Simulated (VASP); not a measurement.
Computed with PBEsol GGA, VASP's PBE PAW potentials (set 64) (plane waves; VASP).

Input for VASP

### INCAR
```
ALGO  =  Normal
EDIFF  =  1E-7
ENCUT  =  400
GGA  =  PS
ISIF  =  2
ISMEAR  =  -5
LASPH  =  .TRUE.
LCHARG  =  .TRUE.
LORBIT  =  11
LREAL  =  .FALSE.
LWAVE  =  .FALSE.
NEDOS  =  601
NELM  =  100
PREC  =  Accurate
SYSTEM  =  Na
```

### POSCAR
```
Na
1
    0.0000000000     2.6054512468     2.6054512468
    2.6054512468     0.0000000000     2.6054512468
    2.6054512468     2.6054512468     0.0000000000
Na
1
Direct
  0.0000000000   0.0000000000   0.0000000000
```

**KPOINTS**
```
kpoints
0
Gamma
 14 14 14
0 0 0
```

POTCAR, in this order: Na_pv (PBE.64 set). Program: vasp_std.

The resulting files:

### OSZICAR
```
       N       E                     dE             d eps       ncg     rms          rms(c)
DAV:   1     0.173493576232E+02    0.17349E+02   -0.35945E+03  1470   0.693E+02
DAV:   2    -0.106255027715E+01   -0.18412E+02   -0.18409E+02  1540   0.131E+02
DAV:   3    -0.139823907717E+01   -0.33569E+00   -0.33570E+00  2128   0.251E+01
DAV:   4    -0.140071250431E+01   -0.24734E-02   -0.24734E-02  1729   0.174E+00
DAV:   5    -0.140074385098E+01   -0.31347E-04   -0.31348E-04  2072   0.179E-01    0.234E-01
DAV:   6    -0.139907567532E+01    0.16682E-02   -0.31391E-03  1589   0.109E+00    0.143E-01
DAV:   7    -0.139858891819E+01    0.48676E-03   -0.28406E-03  1498   0.922E-01    0.451E-02
DAV:   8    -0.139853300124E+01    0.55917E-04   -0.20233E-04  1533   0.342E-01    0.265E-03
DAV:   9    -0.139853317548E+01   -0.17424E-06   -0.90813E-07  1883   0.145E-02    0.133E-03
DAV:  10    -0.139853313406E+01    0.41422E-07   -0.37166E-08  1092   0.248E-03
   1 F= -.13985331E+01 E0= -.13985331E+01  d E =0.000000E+00
```

File OUTCAR:
```
------------------------ aborting loop because EDIFF is reached ----------------------------------------
  FORCE on cell =-STRESS in cart. coord.  units (eV):
  Direction    XX          YY          ZZ          XY          YZ          ZX
  --------------------------------------------------------------------------------------
  Total        0.0012237      0.0012237      0.0012237      0.0000000     -0.0000000      0.0000000
  in kB        0.0554243      0.0554243      0.0554243      0.0000000     -0.0000000      0.0000000
  external PRESSURE =       0.0554243 kB  Pullay stress =       0.0000000 kB
  volume of cell :       35.37
      direct lattice vectors                 reciprocal lattice vectors
     0.000000000  2.605451247  2.605451247    -0.191905337  0.191905337  0.191905337
     2.605451247  0.000000000  2.605451247     0.191905337 -0.191905337  0.191905337
     2.605451247  2.605451247  0.000000000     0.191905337  0.191905337 -0.191905337
 POSITION                                       TOTAL-FORCE (eV/Angst)
 -----------------------------------------------------------------------------------
      0.00000      0.00000      0.00000         0.000000      0.000000      0.000000
 -----------------------------------------------------------------------------------
    total drift:                               -0.000000      0.000000     -0.000000
  FREE ENERGIE OF THE ION-ELECTRON SYSTEM (eV)
  ---------------------------------------------------
  free  energy   TOTEN  =        -1.3985331341 eV

  energy  without entropy=       -1.3985331341  energy(sigma->0) =       -1.39853313

 total charge

# of ion       s       p       d       tot
------------------------------------------
    1        0.100   5.968   0.000   6.068
```
(Selected blocks of OUTCAR.)

**OUTCAR**
```
 val. band max:        0.3479441946   @ k =   0.5000   0.3571   0.1429

 cond. band min:       0.4564879245   @ k =   0.5000   0.2857   0.0714


 Fermi energy:         0.4710452068

 k-point     1 :       0.0000    0.0000    0.0000
  band No.  band energies     occupation
      1     -24.3016      2.00000
      2     -24.3016      2.00000
      3     -24.3016      2.00000
      4      -2.9381      2.00000
      5      11.8211      0.00000
      6      11.8211      0.00000
      7      11.8211      0.00000

 k-point     2 :       0.0714    0.0000    0.0000
  band No.  band energies     occupation
      1     -24.3035      2.00000
      2     -24.3018      2.00000
      3     -24.3018      2.00000
      4      -2.8503      2.00000
      5      10.4794      0.00000
      6      11.6504      0.00000
      7      11.6505      0.00000

 k-point     3 :       0.1429    0.0000    0.0000
  band No.  band energies     occupation
      1     -24.3098      2.00000
      2     -24.3027      2.00000
      3     -24.3027      2.00000
      4      -2.5877      2.00000
      5       8.6839      0.00000
      6      11.3379      0.00000
      7      11.3379      0.00000

 k-point     4 :       0.2143    0.0000    0.0000
  band No.  band energies     occupation
      1     -24.3180      2.00000
      2     -24.3038      2.00000
      3     -24.3038      2.00000
      4      -2.1532      2.00000
      5       6.9467      0.00000
      6      11.0673      0.00000
      7      11.0673      0.00000

 k-point     5 :       0.2857    0.0000    0.0000
  band No.  band energies     occupation
      1     -24.3274      2.00000
      2     -24.3050      2.00000
      3     -24.3050      2.00000
      4      -1.5514      2.00000
      5       5.3205      0.00000
      6      10.8905      0.00000
      7      10.8905      0.00000

 k-point     6 :       0.3571    0.0000    0.0000
  band No.  band energies     occupation
      1     -24.3358      2.00000
...
```

For a metal the tetrahedron method with Blöchl corrections gives inexact stress and forces.

The structure was generated: Na was put into the fcc type (Fm-3m), which need not be its known phase. It was relaxed first, which changed the volume by -7 %.
